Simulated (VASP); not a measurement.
Here is the system:

```xyz
9
Lattice="7.1566 0.0000 0.0000 -3.5783 6.1978 0.0000 0.0000 0.0000 3.3653" Properties=species:S:1:pos:R:3 pbc="T T T"
Ta     1.9038     0.0000     3.3653
Ta    -0.9519     1.6487     0.0000
Ta     2.6264     4.5491     3.3653
Ta     4.2863     0.0000     1.6826
Ta    -2.1431     3.7120     1.6826
Ta     1.4352     2.4858     1.6826
Ge     7.1566     0.0000     1.6826
Ge     0.0000     4.1319     0.0000
Ge     3.5783     2.0659     3.3653
```

Calculation: PBEsol GGA, VASP's PBE PAW potentials (set 64) (plane waves; VASP). Run with 400 eV cut-off, Gaussian smearing of 0.050 eV, potentials Ta_pv Ge_d.

Unless said otherwise, spin-orbit coupling is left out, though it shifts the bands of the heavy elements here.

Task: Predict the band gap (along the path) with the smallest direct gap where there is one.

Result: 
```json
{
 "band gap (along the path)": "none (metal, semimetal or under 0.01 eV)"
}
```

The absolute energy has meaning only against runs of the same code, potentials and settings.

The structure was generated: Ta2Ge was put into the Fe2P type (P-62m), which need not be its known phase. It was relaxed first, which changed the volume by -13 %.
